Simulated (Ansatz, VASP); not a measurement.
TiW2C3: VASP beside Ansatz

```
Ti W C
1.0
     3.05425    0.00000    0.00000
    -1.52713    2.64506    0.00000
     0.00000    0.00000    7.68751
Ti W C
1 2 3
Direct
  0.00000 0.00000 0.00000
  0.33333 0.66667 0.32722
  0.66667 0.33333 0.67278
  0.33333 0.66667 0.83596
  0.66667 0.33333 0.16404
  0.00000 0.00000 0.50000
```

Alike in both runs: functional PBE; k mesh 6 × 6 × 2; occupations gaussian, width 0.1 eV; no spin polarisation.

Ansatz relaxed the structure, and its values are those at the end. VASP's run is a single point on that final structure, the one shown.

|  | VASP | Ansatz |
| --- | --- | --- |
| version | VASP 6.6.1 | Ansatz 0.2.0 |
| potentials or method | VASP PAW PBE potentials, release 64 (Ti_sv, W_sv, C) | scalar-relativistic, plane waves, PAW |
| plane-wave cutoff (eV) | 520 | 420 |
| valence electrons in the cell | 52 | 52 |

Ansatz gave:

| Item | Value |
| --- | --- |
| gap on the k mesh at the Fermi level (eV) | none |
| pressure (GPa) | 0.0 |
| rms of the force components (eV/Å) | 0.003 |

**Question.** What did VASP give for the same quantities?

**Answer.** gap on the k mesh at the Fermi level (eV): none; pressure (GPa): 0.7; rms of the force components (eV/Å): 0.005.

A gap of «none» marks a metal or a gap that the smearing closes. The functional is the same, so the differences come from potentials, cutoffs and numerics.

Caveats: the k mesh is coarse (spacing up to 0.41 Å⁻¹), so the values aren't converged. Spin-orbit coupling is left out, which matters for the levels of W.
